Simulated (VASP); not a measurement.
Level of theory: PBEsol GGA, VASP's PBE PAW potentials (set 64) (plane waves; VASP).

A VASP calculation is set up with these files.

INCAR:
```
! general
SYSTEM   =  CeO2
PREC     =  Accurate
ENCUT    =  620
LREAL    =  .FALSE.
LASPH    =  .TRUE.

! electronic loop
EDIFF    =  1E-6
NELM     =  100
ALGO     =  Normal
LMAXMIX  =  6

! smearing
ISMEAR   =  0
SIGMA    =  0.05

! functional
GGA      =  PS

! ions
IBRION   =  2
NSW      =  40
ISIF     =  3
EDIFFG   =  -0.02
PSTRESS  =  50

! output
LWAVE    =  .FALSE.
LCHARG   =  .FALSE.
```

File KPOINTS:
```
Automatic
0
G
  7 7 7
0 0 0
```

POSCAR:
```
CeO2
1
   -0.0000000000     2.6766222230     2.6766222230
    2.6766222230     0.0000000000     2.6766222230
    2.6766222230     2.6766222230     0.0000000000
Ce O
1 2
Direct
  0.0000000000   0.0000000000   0.0000000000
  0.2500000000   0.2500000000   0.2500000000
  0.7500000000   0.7500000000   0.7500000000
```

POTCAR, in this order: Ce O (PBE.64 set). Program: vasp_std.

The run wrote:

**OUTCAR**
```
 ion  position               nearest neighbor table
   1  0.000  0.000  0.000-   2 2.32   3 2.32   3 2.32   3 2.32   3 2.32   2 2.32   2 2.32   2 2.32
  LATTYP: Found a face centered cubic cell.
 ALAT       =     5.3532444460
 Subroutine PRICEL returns:
 Original cell was already a primitive cell.
 Subroutine GETGRP returns: Found 48 space group operations
The static configuration has the point symmetry O_h .
The dynamic configuration has the point symmetry O_h .
 Subroutine INISYM returns: Found 48 space group operations
 Subroutine IBZKPT returns following result:
 Found     20 irreducible k-points:

 Following reciprocal coordinates:
            Coordinates               Weight
  0.000000  0.000000  0.000000      1.000000
  0.142857  0.000000  0.000000      8.000000
  0.285714  0.000000  0.000000      8.000000
  0.428571  0.000000  0.000000      8.000000
  0.142857  0.142857  0.000000      6.000000
  0.285714  0.142857  0.000000     24.000000
  0.428571  0.142857  0.000000     24.000000
 -0.428571  0.142857  0.000000     24.000000
 -0.285714  0.142857  0.000000     24.000000
 -0.142857  0.142857  0.000000     12.000000
  0.285714  0.285714  0.000000      6.000000
  0.428571  0.285714  0.000000     24.000000
 -0.428571  0.285714  0.000000     24.000000
 -0.285714  0.285714  0.000000     12.000000
  0.428571  0.428571  0.000000      6.000000
 -0.428571  0.428571  0.000000     12.000000
  0.428571  0.285714  0.142857     24.000000
 -0.428571  0.285714  0.142857     48.000000
 -0.428571  0.428571  0.142857     24.000000
 -0.285714  0.428571  0.142857     24.000000
   k-points           NKPTS =     20   k-points in BZ     NKDIM =     20   number of bands    NBANDS=     16
   number of dos      NEDOS =    301   number of ions     NIONS =      3
   total plane-waves  NPLWV =  32768
   dimension x,y,z NGX =    32 NGY =   32 NGZ =   32
   dimension x,y,z NGXF=    64 NGYF=   64 NGZF=   64
...
```

### OSZICAR
```
       N       E                     dE             d eps       ncg     rms          rms(c)
DAV:   1     0.235994071385E+03    0.23599E+03   -0.12993E+04   640   0.227E+03
DAV:   2     0.194780388748E+02   -0.21652E+03   -0.20884E+03   880   0.327E+02
DAV:   3    -0.304087590487E+02   -0.49887E+02   -0.43696E+02   856   0.153E+02
DAV:   4    -0.325196718980E+02   -0.21109E+01   -0.21107E+01   960   0.393E+01
DAV:   5    -0.326284961602E+02   -0.10882E+00   -0.10882E+00  1088   0.770E+00    0.349E+01
DAV:   6    -0.298629899872E+02    0.27655E+01   -0.76604E+01   952   0.586E+01    0.192E+01
DAV:   7    -0.291444682248E+02    0.71852E+00   -0.11882E+02   960   0.114E+02    0.233E+01
DAV:   8    -0.281942986413E+02    0.95017E+00   -0.27099E+00   816   0.190E+01    0.123E+01
DAV:   9    -0.275360738062E+02    0.65822E+00   -0.55300E+00   960   0.200E+01    0.158E+00
DAV:  10    -0.275372134644E+02   -0.11397E-02   -0.20829E-01  1072   0.347E+00    0.106E+00
DAV:  11    -0.275416076710E+02   -0.43942E-02   -0.19578E-02   960   0.119E+00    0.143E+00
DAV:  12    -0.275371300499E+02    0.44776E-02   -0.17673E-01   928   0.333E+00    0.999E-01
DAV:  13    -0.275332895867E+02    0.38405E-02   -0.35108E-02   912   0.191E+00    0.354E-01
DAV:  14    -0.275333874289E+02   -0.97842E-04   -0.11824E-03  1000   0.216E-01    0.303E-01
DAV:  15    -0.275333804283E+02    0.70006E-05   -0.18954E-04   936   0.141E-01    0.141E-01
DAV:  16    -0.275333649491E+02    0.15479E-04   -0.30512E-04   832   0.140E-01    0.752E-02
DAV:  17    -0.275333554637E+02    0.94854E-05   -0.55842E-05   992   0.767E-02    0.249E-02
DAV:  18    -0.275333545668E+02    0.89690E-06   -0.56456E-06   808   0.187E-02
   1 F= -.26336474E+02 E0= -.26336474E+02  d E =-.263365E+02
```

### OUTCAR
```
------------------------ aborting loop because EDIFF is reached ----------------------------------------
  FORCE on cell =-STRESS in cart. coord.  units (eV):
  Direction    XX          YY          ZZ          XY          YZ          ZX
  --------------------------------------------------------------------------------------
  Total        1.2150972      1.2150972      1.2150972     -0.0000000     -0.0000000      0.0000000
  in kB       50.7610217     50.7610217     50.7610217     -0.0000000     -0.0000000      0.0000000
  external PRESSURE =       0.7610217 kB  Pullay stress =      50.0000000 kB
  volume of cell :       38.35
      direct lattice vectors                 reciprocal lattice vectors
     0.000000000  2.676622223  2.676622223    -0.186802604  0.186802604  0.186802604
     2.676622223  0.000000000  2.676622223     0.186802604 -0.186802604  0.186802604
     2.676622223  2.676622223  0.000000000     0.186802604  0.186802604 -0.186802604
 POSITION                                       TOTAL-FORCE (eV/Angst)
 -----------------------------------------------------------------------------------
      0.00000      0.00000      0.00000         0.000000     -0.000000     -0.000000
      1.33831      1.33831      1.33831         0.000000      0.000000      0.000000
      4.01493      4.01493      4.01493        -0.000000     -0.000000     -0.000000
 -----------------------------------------------------------------------------------
    total drift:                                0.000000     -0.000000      0.000000
  FREE ENERGIE OF THE ION-ELECTRON SYSTEM (eV)
  ---------------------------------------------------
  free  energy   TOTEN  =       -27.5333545668 eV

  energy  without entropy=      -27.5333545668  energy(sigma->0) =      -27.53335457
  enthalpy is  TOTEN    =       -26.3364744402 eV   P V=        1.1968801266

 reached required accuracy - stopping structural energy minimisation
```
(Selected blocks of OUTCAR.)

The compound is CeO2 in the fluorite structure. It was relaxed first under an external pressure of 5 GPa. The run is not spin-polarised, so no magnetic state was tried.
